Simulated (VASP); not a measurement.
Data:

```
CELL_PARAMETERS angstrom
      1.86887    -3.23698     0.00000
      1.86887     3.23698     0.00000
      0.00000     0.00000     7.32170
ATOMIC_POSITIONS crystal
  Sn 0.00000 0.00000 0.00000
  S  0.33333 0.66667 0.20207
  S  0.66667 0.33333 0.79793
```

All values below come from RPBE GGA, VASP's PBE PAW potentials (set 64) (plane waves; VASP). Settings: 520 eV cut-off, Gaussian smearing of 0.050 eV, potentials Sn_d S.

Without a dispersion term in the relaxation, distances and binding between the weakly bound layers, chains or molecules are unreliable, and so is what depends on them. Unless said otherwise, spin-orbit coupling is left out, though it shifts the bands of the heavy elements here.

Problem. Estimate the band gap (along the path) with the smallest direct gap where there is one.

Solution. 
```json
{
 "band gap (along the path)": "1.61 eV",
 "smallest direct gap (along the path)": "1.84 eV"
}
```

Total energies compare only between runs with the same potentials, cut-off and functional.

The compound is SnS2 in the 1T layered structure. It was relaxed first, which changed the volume by +30 %.
